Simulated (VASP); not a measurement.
Wanted: the native input for a VASP 6.6.1 run.

```yaml
Task: relaxation of cell and atoms
Functional: LDA
Potentials_or_basis: VASP PAW LDA potentials, release 64 (Y_sv, S)
Cutoff: 520 eV
k_mesh: 10 × 10 × 10
Occupations: gaussian, width 0.02 eV
Spin: no spin polarisation
Further_INCAR_settings: ALGO = Normal; EDIFF = 1e-07; IBRION = 2; EDIFFG = -0.002; NSW = 80; ISIF = 3
```

The structure of YS lies in POSCAR:

```
YS
1.0
    0.0000000000      2.7436500000      2.7436500000
    2.7436500000      0.0000000000      2.7436500000
    2.7436500000      2.7436500000      0.0000000000
Y S
1 1
Direct
    0.5000000000      0.5000000000      0.5000000000
    0.0000000000      0.0000000000      0.0000000000
```

The input as run:

INCAR

```
SYSTEM = YS
ALGO     = Normal         ! electronic algorithm
EDIFF    = 1E-7           ! SCF threshold, eV
EDIFFG   = -0.002         ! ionic threshold
ENCUT    = 520            ! plane-wave cutoff, eV
GGA      = CA             ! functional
IBRION   = 2              ! ionic algorithm
ISIF     = 3              ! what is computed and relaxed
ISMEAR   = 0              ! smearing method
LASPH    = .True.         ! aspherical terms in the spheres
LCHARG   = .False.        ! write CHGCAR
LREAL    = .False.        ! projectors in reciprocal space
LWAVE    = .False.        ! write WAVECAR
NELM     = 60             ! most SCF steps
NSW      = 80             ! ionic steps
PREC     = Accurate       ! precision mode
SIGMA    = 0.02           ! smearing width, eV
```

KPOINTS

```
k-points
0
Gamma
  10 10 10
  0 0 0
```

Potentials or basis: VASP PAW LDA potentials, release 64 (Y_sv, S).

The run is started by

```console
$ cat potpaw_LDA.64/Y_sv/POTCAR potpaw_LDA.64/S/POTCAR > POTCAR
$ mpirun -np 1 vasp_std > vasp.out
```

Results of the run:

* Relaxed volume: 19.88 Å³/atom
* Relaxed cell: a = 3.831 Å, b = 3.831 Å, c = 3.831 Å, α = 60.00°, β = 60.00°, γ = 60.00°
* Space group after relaxing (to 0.05 Å): Fm-3m (No. 225)
* Energy gained by relaxing: 9.7 meV/atom
* Ionic steps: 6
* Pressure after relaxing: 0.0 GPa
* Band gap on the k mesh: none (metal or under the smearing width)

It took 56 s on 1 thread of Intel(R) Xeon(R) Platinum 8559C (Emerald Rapids), with other jobs on the host, peak memory 0.19 GiB.
